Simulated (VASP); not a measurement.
# W2C3: relaxation of cell and atoms with PBE

Crystal: W2C3.

```
W C
1.0
     2.84401    0.00000    0.00000
    -1.42201    2.46299    0.00000
     0.00000    0.00000   13.86700
W C
4 6
Cartesian
  0.0000 1.6420 2.0120
  1.4220 0.8210 8.9455
  0.0000 1.6420 4.9215
  1.4220 0.8210 11.8550
  0.0000 0.0000 3.4668
  0.0000 0.0000 10.4002
  0.0000 1.6420 13.6680
  1.4220 0.8210 6.7345
  0.0000 1.6420 7.1325
  1.4220 0.8210 0.1990
```

The cell was built by a generator and needn't be a form met in nature.

```yaml
Program: VASP 6.6.1
Task: relaxation of cell and atoms
Functional: PBE
Potentials_or_basis: VASP PAW PBE potentials, release 64 (W_sv, C)
Cutoff: 520 eV
k_mesh: 12 × 12 × 2
Occupations: gaussian, width 0.1 eV
Spin: no spin polarisation
Further_INCAR_settings: ALGO = Normal; EDIFF = 1e-06; IBRION = 2; EDIFFG = -0.01; NSW = 90; ISIF = 3
```

```
Relaxed volume                         : 9.53 Å³/atom
Relaxed cell                           : a = 2.778 Å, b = 2.778 Å, c = 14.257 Å, α = 90.00°, β = 90.00°, γ = 120.00°
Space group after relaxing (to 0.05 Å) : P6_3/mmc (No. 194)
Energy gained by relaxing              : 21.9 meV/atom
Ionic steps                            : 12
Pressure after relaxing                : 0.0 GPa
Largest force after relaxing           : 0.004 eV/Å
Band gap on the k mesh                 : none (metal or under the smearing width)
```

Forces on the atoms (eV/Å):
```
W    0.000  0.000  0.004
W    0.000  0.000  0.004
W    0.000  0.000 -0.004
W    0.000  0.000 -0.004
C    0.000  0.000  0.000
C    0.000  0.000  0.000
C    0.000  0.000  0.004
C    0.000  0.000  0.004
C    0.000  0.000 -0.004
C    0.000  0.000 -0.004
```

Step by step:
| step | energy change (eV) | largest force (eV/Å) | pressure (GPa) | volume (Å³) |
| --- | --- | --- | --- | --- |
| 1 | 0.0000 | 0.6219 | -8.10 | 97.13 |
| 2 | 0.0670 | 0.4526 | 19.96 | 90.36 |
| 3 | -0.1519 | 0.3104 | 3.51 | 93.95 |
| 4 | -0.1938 | 0.3339 | -0.85 | 95.01 |
| 5 | -0.2010 | 0.1798 | 0.25 | 94.71 |
| 6 | -0.2082 | 0.1278 | -0.13 | 94.94 |
| 7 | -0.2110 | 0.1041 | -0.52 | 95.23 |
| 8 | -0.2156 | 0.0698 | 0.05 | 95.14 |
| 9 | -0.2178 | 0.0236 | 0.87 | 95.03 |
| 10 | -0.2178 | 0.0789 | -0.68 | 95.48 |
| 11 | -0.2184 | 0.0275 | 0.07 | 95.25 |
| 12 | -0.2185 | 0.0043 | -0.03 | 95.30 |

Final structure:
```
W C
1.0
     2.77825    0.00000    0.00000
    -1.38913    2.40604    0.00000
     0.00000    0.00000   14.25717
W C
4 6
Direct
  0.33333 0.66667 0.14836
  0.66667 0.33333 0.64836
  0.33333 0.66667 0.35164
  0.66667 0.33333 0.85164
  0.00000 0.00000 0.25000
  0.00000 0.00000 0.75000
  0.33333 0.66667 0.98563
  0.66667 0.33333 0.48563
  0.33333 0.66667 0.51437
  0.66667 0.33333 0.01437
```

Levels at points of the mesh, in eV from the Fermi level:
| k point | band 38 | band 39 | band 40 | band 41 | band 42 | band 43 |
| --- | --- | --- | --- | --- | --- | --- |
| (0.00, 0.00, 0.00) | -1.20 | -0.67 | -0.62 | 0.02 | 0.02 | 0.28 |
| (0.50, 0.00, 0.00) | -2.74 | 0.64 | 0.99 | 1.21 | 1.74 | 2.11 |
| (0.00, 0.00, 0.50) | -1.35 | -0.67 | -0.67 | 0.14 | 0.14 | 0.14 |
| (0.50, 0.00, 0.50) | -3.01 | 1.12 | 1.12 | 1.29 | 1.29 | 1.92 |

Wall time 7.9 min on 4 MPI ranks on Intel(R) Xeon(R) Platinum 8375C CPU @ 2.90GHz (Ice Lake), with other jobs on the host, peak memory 0.32 GiB a rank.

Spin-orbit coupling is left out, which matters for the levels of W.
